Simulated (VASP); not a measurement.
Input of a VASP 6.6.1 run:

Contents of INCAR:

```
PREC = Accurate
ENCUT = 520
EDIFF = 1E-8
ISMEAR = 0
SIGMA = 0.02
LREAL = F
LASPH = T
NELM = 100
ALGO = Normal
ISIF = 2
LWAVE = F
LCHARG = F
GGA = PE
LEPSILON = T
KPAR = 4
```

KPOINTS

```
Automatic mesh
0
Gamma
  6 6 3
```

The input POSCAR:

```
HfIn4SiO6
1.0
    5.2774300000      0.0000000000      0.0000000000
   -2.6387200000      4.5703900000      0.0000000000
    0.0000000000      0.0000000000     10.5590500000
Hf In Si O
1 4 1 6
Direct
    0.6666700000      0.3333300000      0.0000000000
    0.0000000000      0.0000000000      0.3044600000
    0.0000000000      0.0000000000      0.6955400000
    0.3333300000      0.6666700000      0.7891900000
    0.3333300000      0.6666700000      0.2108100000
    0.0000000000      0.0000000000      0.0000000000
    0.9730000000      0.7049600000      0.8997200000
    0.2950400000      0.0270000000      0.1002800000
    0.2950400000      0.2680400000      0.8997200000
    0.7319600000      0.7049600000      0.1002800000
    0.7319600000      0.0270000000      0.8997200000
    0.9730000000      0.2680400000      0.1002800000
```

Potentials or basis: VASP PAW PBE potentials, release 64 (Hf_pv, In_d, Si, O).

The run is started by

```console
$ cat potpaw_PBE.64/Hf_pv/POTCAR potpaw_PBE.64/In_d/POTCAR potpaw_PBE.64/Si/POTCAR potpaw_PBE.64/O/POTCAR > POTCAR
$ mpirun -np 4 vasp_std > vasp.out
```

Estimate the electronic dielectric tensor (diagonal).

7.05, 7.05, 4.33.

Predict the Born charges (mean of the diagonal).

Hf +5.18; In +1.72, +1.41; Si +3.35; O -2.46 e.

Predict the band gap on the k mesh.

0.06 eV, indirect (least direct gap 1.67 eV).

Born effective charge tensors (e):
atom 1, Hf
```
6.08 0.00 0.00
0.00 6.08 0.00
0.00 0.00 3.40
```
atom 2, In
```
 1.69 -0.11  0.00
 0.11  1.69  0.00
 0.00  0.00  1.78
```
atom 3, In
```
 1.69  0.11  0.00
-0.11  1.69  0.00
 0.00  0.00  1.78
```
atom 4, In
```
 1.45 -0.07  0.00
 0.07  1.45  0.00
 0.00  0.00  1.32
```
atom 5, In
```
 1.45  0.07  0.00
-0.07  1.45  0.00
 0.00  0.00  1.32
```
atom 6, Si
```
3.54 0.00 0.00
0.00 3.54 0.00
0.00 0.00 2.95
```
atom 7, O
```
-2.64  0.12  1.38
 0.11 -2.66  0.82
 0.61  0.53 -2.09
```
atom 8, O
```
-2.75  0.04  0.02
 0.05 -2.55  1.60
 0.15  0.80 -2.09
```
atom 9, O
```
-2.56 -0.06 -1.39
-0.07 -2.74  0.79
-0.77  0.26 -2.09
```
atom 10, O
```
-2.64 -0.12  1.38
-0.11 -2.66 -0.81
 0.61 -0.53 -2.09
```
atom 11, O
```
-2.75 -0.04  0.02
-0.05 -2.55 -1.60
 0.15 -0.80 -2.09
```
atom 12, O
```
-2.56  0.06 -1.39
 0.07 -2.74 -0.79
-0.77 -0.26 -2.09
```

Caveat: the gap is small at this level, which inflates the dielectric constant; spin-orbit coupling is left out, which moves the levels of the heavy elements; an odd mesh through Γ misses points on the zone boundary, where band edges often lie.
